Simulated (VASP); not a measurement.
**Mg2CdS3: relaxation of cell and atoms with PBE**

Mg2CdS3:

```
CELL_PARAMETERS angstrom
4.24743 0.00000 0.00000
-2.12372 3.67838 0.00000
0.00000 0.00000 8.92136
ATOMIC_POSITIONS crystal
Mg 0.66667 0.33333 0.24787
Mg 0.66667 0.33333 0.75213
Cd 0.00000 0.00000 0.00000
S 0.00000 0.00000 0.50000
S 0.33333 0.66667 0.00000
S 0.33333 0.66667 0.50000
```

The cell was built by a generator and needn't be a form met in nature.

| Property | Result |
| --- | --- |
| Program | VASP 6.6.1 |
| Task | relaxation of cell and atoms |
| Functional | PBE |
| Potentials or basis | VASP PAW PBE potentials, release 64 (Mg, Cd, S) |
| Cutoff | 520 eV |
| k mesh | 4 × 4 × 2 |
| Occupations | gaussian, width 0.15 eV |
| Spin | no spin polarisation |
| Further INCAR settings | PREC = Normal; ALGO = Fast; EDIFF = 0.0001; IBRION = 2; EDIFFG = -0.08; NSW = 24; ISIF = 3 |

The relaxed volume is 20.11 Å³/atom and the relaxed cell is a = 4.488 Å, b = 4.488 Å, c = 6.917 Å, α = 90.00°, β = 90.00°, γ = 120.00°. The space group after relaxing (to 0.05 Å) is P-6m2 (No. 187), the energy gained by relaxing is 307.2 meV/atom and the ionic steps are 14. The pressure after relaxing is 0.4 GPa and the largest force after relaxing is 0.038 eV/Å. The band gap on the k mesh is none (metal or under the smearing width).

Forces in eV/Å, atoms in the order of the input:
```
Mg   0.000  0.000 -0.038
Mg   0.000  0.000  0.038
Cd   0.000  0.000  0.000
S    0.000  0.000  0.000
S    0.000  0.000  0.000
S    0.000  0.000  0.000
```

Stress tensor (GPa, compression positive):
```
0.44 0.00 0.00
0.00 0.44 0.00
0.00 0.00 0.22
```

Step by step:
```tsv
step	energy change (eV)	largest force (eV/Å)	pressure (GPa)	volume (Å³)
1	0.0000	0.7859	1.13	139.38
2	-0.4827	0.6915	-2.07	142.42
3	-0.6844	0.7931	-3.99	144.38
4	-0.8491	0.9789	-6.58	147.15
5	-1.1315	0.9573	-6.45	141.54
6	-1.1749	0.5634	-2.73	124.15
7	-1.3434	0.4232	-5.47	132.77
8	-1.6301	0.4437	-3.30	125.93
9	-1.7642	0.4775	-0.55	119.79
10	-1.7753	0.4703	0.57	117.39
11	-1.7923	0.4064	0.60	117.81
12	-1.8283	0.2122	0.63	119.08
13	-1.8364	0.1865	0.41	121.58
14	-1.8429	0.0377	0.37	120.64
```

Final structure:
```
Mg Cd S
1.0
     4.48761    0.00000    0.00000
    -2.24380    3.88638    0.00000
     0.00000    0.00000    6.91735
Mg Cd S
2 1 3
Direct
  0.66667 0.33333 0.29495
  0.66667 0.33333 0.70505
  0.00000 0.00000 0.00000
  0.00000 0.00000 0.50000
  0.33333 0.66667 0.00000
  0.33333 0.66667 0.50000
```

Levels at points of the mesh, in eV from the Fermi level:
| k point | band 14 | band 15 | band 16 | band 17 | band 18 | band 19 | band 20 | band 21 |
| --- | --- | --- | --- | --- | --- | --- | --- | --- |
| (0.00, 0.00, 0.00) | -2.79 | -2.52 | -1.96 | -1.96 | -0.73 | 0.59 | 2.82 | 2.90 |
| (0.50, 0.00, 0.00) | -3.59 | -1.30 | -0.61 | 0.00 | 0.69 | 1.02 | 1.96 | 3.26 |
| (0.00, 0.00, 0.50) | -2.83 | -2.00 | -1.96 | -1.96 | -0.59 | 0.19 | 2.40 | 2.40 |
| (0.50, 0.00, 0.50) | -3.11 | -2.52 | -0.60 | -0.07 | 0.38 | 1.03 | 2.32 | 2.52 |

It took 78 s on 1 thread of Intel(R) Xeon(R) Platinum 8559C (Emerald Rapids), with other jobs on the host, peak memory 0.19 GiB.

Caveat: the k mesh is coarse (spacing up to 0.43 Å⁻¹), so the values aren't converged; the relaxation stopped at a loose force limit of 0.08 eV/Å, so its end isn't a converged minimum.
